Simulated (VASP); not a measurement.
Wanted: the native input for a VASP 6.6.1 run.

| Property | Result |
| --- | --- |
| Task | relaxation of cell and atoms |
| Functional | revPBE |
| Potentials or basis | VASP PAW PBE potentials, release 64 (Ta_pv, As, Au, O) |
| Cutoff | 600 eV |
| k mesh | 4 × 4 × 4 |
| Occupations | fermi-dirac, width 0.05 eV |
| Spin | no spin polarisation |
| Further INCAR settings | ALGO = Normal; EDIFF = 1e-06; IBRION = 2; EDIFFG = -0.02; NSW = 60; ISIF = 3 |

The structure of Ta3AsAu2O13 lies in POSCAR:

```
Ta3AsAu2O13
1.0
    5.2423700000      3.0266800000      4.1427300000
   -5.2423700000      3.0266800000      4.1427300000
    0.0000000000     -6.0533700000      4.1427300000
Ta As Au O
3 1 2 13
Direct
    0.2310800000      0.5722900000      0.2310800000
    0.2310800000      0.2310800000      0.5722900000
    0.5722900000      0.2310800000      0.2310800000
    0.5587800000      0.5587800000      0.5587800000
    0.9655900000      0.9655900000      0.9655900000
    0.7510500000      0.7510500000      0.7510500000
    0.4088400000      0.6676200000      0.4088400000
    0.4088400000      0.4088400000      0.6676200000
    0.6676200000      0.4088400000      0.4088400000
    0.4972600000      0.0131300000      0.3602400000
    0.3602400000      0.4972600000      0.0131300000
    0.0131300000      0.3602400000      0.4972600000
    0.3602400000      0.0131300000      0.4972600000
    0.0131300000      0.4972600000      0.3602400000
    0.4972600000      0.3602400000      0.0131300000
    0.1096300000      0.7480600000      0.1096300000
    0.1096300000      0.1096300000      0.7480600000
    0.7480600000      0.1096300000      0.1096300000
    0.3084000000      0.3084000000      0.3084000000
```

The cell was built by a generator and needn't be a form met in nature.

The input as run:

INCAR

```
SYSTEM = Ta3AsAu2O13
  PREC = Accurate
  ENCUT = 600
  EDIFF = 1E-6
  ISMEAR = -1
  SIGMA = 0.05
  LREAL = .False.
  LASPH = .True.
  NELM = 100
  ALGO = Normal
  ISIF = 3
  LWAVE = .False.
  LCHARG = .False.
  GGA = RE
  IBRION = 2
  NSW = 60
  EDIFFG = -0.02
  KPAR = 4
```

KPOINTS

```
Automatic mesh
0
Gamma
  4 4 4
  0 0 0
```

Potentials or basis: VASP PAW PBE potentials, release 64 (Ta_pv, As, Au, O).

Launch:

```sh
$ cat potpaw_PBE.64/Ta_pv/POTCAR potpaw_PBE.64/As/POTCAR potpaw_PBE.64/Au/POTCAR potpaw_PBE.64/O/POTCAR > POTCAR
$ mpirun -np 4 vasp_std > vasp.out
```

Results of the run:

| Quantity | Value |
| --- | --- |
| Relaxed volume | 21.39 Å³/atom |
| Relaxed cell | a = 7.409 Å, b = 7.409 Å, c = 7.409 Å, α = 91.05°, β = 91.05°, γ = 91.05° |
| Space group after relaxing (to 0.05 Å) | R3m (No. 160) |
| Energy gained by relaxing | 3.3 meV/atom |
| Ionic steps | 21 |
| Pressure after relaxing | 0.0 GPa |
| Largest force after relaxing | 0.016 eV/Å |
| Band gap on the k mesh | 0.97 eV, indirect (least direct gap 0.99 eV) |

Caveat: the PAW data sets were made with another functional, which shifts forces and pressure a little; spin-orbit coupling is left out, which moves the levels of the heavy elements.

It took 75 min on 4 MPI ranks on Intel(R) Xeon(R) Platinum 8175M CPU @ 2.50GHz (Skylake/Cascade Lake), with other jobs on the host, peak memory 0.87 GiB a rank.
